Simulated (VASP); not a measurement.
```yaml
crystal:
  lattice:
    - [1.53391, -2.65682, 0.00000]
    - [1.53391, 2.65682, 0.00000]
    - [0.00000, 0.00000, 3.47818]
  atoms:
    - { symbol: Mg, position: [0.00000, 0.00000, 0.00000] }
    - { symbol: B, position: [0.33333, 0.66667, 0.50000] }
    - { symbol: B, position: [0.66667, 0.33333, 0.50000] }
```

Method: MS2 meta-GGA, VASP's PBE PAW potentials (set 64) (plane waves; VASP). Numerical set-up: 520 eV cut-off, 13×13×10 Γ-centred mesh, tetrahedra with Blöchl corrections, potentials Mg B.

Q: Tabulate the total density of states (states/eV per cell) against energy (eV; zero at the valence-band maximum or, without a gap, the Fermi level).

A: 
```csv
E (eV),DOS (states/eV)
-9.98,0.44
-9.38,0.48
-8.90,0.53
-8.30,0.40
-7.70,0.26
-7.22,0.50
-6.62,0.63
-6.02,0.55
-5.54,0.63
-4.94,0.66
-4.34,0.81
-3.86,0.83
-3.26,0.97
-2.66,1.13
-2.18,1.19
-1.58,0.88
-0.98,0.79
-0.50,0.75
0.10,0.63
0.70,0.31
1.18,0.28
1.78,0.25
2.38,0.32
2.86,0.40
3.46,0.44
```
Within 2 eV below the Fermi level the largest weight inside VASP's projection spheres is B p.

The compound is MgB2 in the AlB2 type structure. It was relaxed first.
